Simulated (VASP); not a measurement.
Calculation: PBE GGA, VASP's PBE PAW potentials (set 64) (plane waves; VASP 6.6.1).

VASP ran on this input.

File POSCAR:
```
Re
1
    1.3800000000    -2.3902300000     0.0000000000
    1.3800000000     2.3902300000     0.0000000000
    0.0000000000     0.0000000000     4.4600000000
Re
2
Direct
  0.3333330000   0.6666670000   0.2500000000
  0.6666670000   0.3333330000   0.7500000000
```

**KPOINTS**
```
Automatic mesh
0
Gamma
14 14 8
0 0 0
```

INCAR:
```
ALGO = Normal
EDIFF = 1E-2
ENCUT = 400
GGA = PE
ISIF = 2
ISMEAR = 1
LASPH = .True.
LCHARG = .False.
LMAXMIX = 6
LREAL = .False.
LWAVE = .False.
NELM = 100
PREC = Accurate
SIGMA = 0.1
SYSTEM = Re
```

POTCAR, in this order: Re (PBE.64 set). Program: vasp_std.

What VASP printed:

File OSZICAR:
```
       N       E                     dE             d eps       ncg     rms          rms(c)
DAV:   1     0.187819472171E+02    0.18782E+02   -0.61683E+03  5055   0.143E+03
DAV:   2    -0.221331604588E+02   -0.40915E+02   -0.35302E+02  4507   0.329E+02
DAV:   3    -0.260537683298E+02   -0.39206E+01   -0.32921E+01  4672   0.149E+02
DAV:   4    -0.262309988031E+02   -0.17723E+00   -0.16225E+00  4843   0.158E+01
DAV:   5    -0.262382720806E+02   -0.72733E-02   -0.66187E-02  4435   0.202E+00    0.429E+01
DAV:   6    -0.252146649043E+02    0.10236E+01   -0.98719E-01  4880   0.309E+01    0.176E+01
DAV:   7    -0.248584589886E+02    0.35621E+00   -0.73156E-01  5092   0.254E+01    0.692E-01
DAV:   8    -0.248442490144E+02    0.14210E-01   -0.21273E-03  2070   0.133E+00    0.565E-01
DAV:   9    -0.248434010753E+02    0.84794E-03   -0.46557E-03  1908   0.159E+00
   1 F= -.24843401E+02 E0= -.24843693E+02  d E =0.875956E-03
```

File OUTCAR:
```
------------------------ aborting loop because EDIFF is reached ----------------------------------------
  FORCE on cell =-STRESS in cart. coord.  units (eV):
  Direction    XX          YY          ZZ          XY          YZ          ZX
  --------------------------------------------------------------------------------------
  Total        0.9886392      0.9886391      1.1005694      0.0000000     -0.0000000      0.0000000
  in kB       53.8350052     53.8350001     59.9300127      0.0000000     -0.0000000      0.0000000
  external PRESSURE =      55.8666726 kB  Pullay stress =       0.0000000 kB
  volume of cell :       29.42
      direct lattice vectors                 reciprocal lattice vectors
     1.380000000 -2.390230000  0.000000000     0.362318841 -0.209184890  0.000000000
     1.380000000  2.390230000  0.000000000     0.362318841  0.209184890  0.000000000
     0.000000000  0.000000000  4.460000000     0.000000000  0.000000000  0.224215247
 POSITION                                       TOTAL-FORCE (eV/Angst)
 -----------------------------------------------------------------------------------
      1.38000      0.79674      1.11500        -0.000000     -0.000000      0.000000
      1.38000     -0.79674      3.34500         0.000000      0.000000      0.000000
 -----------------------------------------------------------------------------------
    total drift:                               -0.000000      0.000008     -0.000016
  FREE ENERGIE OF THE ION-ELECTRON SYSTEM (eV)
  ---------------------------------------------------
  free  energy   TOTEN  =       -24.8434010753 eV

  energy  without entropy=      -24.8442770316  energy(sigma->0) =      -24.84369306
```
(Selected blocks of OUTCAR.)

The compound is Re in the hcp structure. The cell was not relaxed at this level. The run is one of a series of settings (EDIFF = 1E-2 against the base run), some of them coarse on purpose.
